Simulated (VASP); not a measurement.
Given:

```
Li2S
1.0
    0.00000     2.82722     2.82722
    2.82722     0.00000     2.82722
    2.82722     2.82722     0.00000
Li S
2 1
Direct
  0.25000   0.25000   0.25000
  0.75000   0.75000   0.75000
  0.00000   0.00000   0.00000
```

Level of theory: PBEsol GGA, VASP's PBE PAW potentials (set 64) (plane waves; VASP). Settings: 520 eV cut-off, 9×9×9 Γ-centred mesh, Gaussian smearing of 0.010 eV, potentials Li_sv S.

Task: Estimate the energy per atom (σ→0).

Result: 
energy per atom (σ→0): -4.125 eV/atom

The absolute energy has meaning only against runs of the same code, potentials and settings.

The compound is Li2S in the antifluorite structure. It was relaxed first.
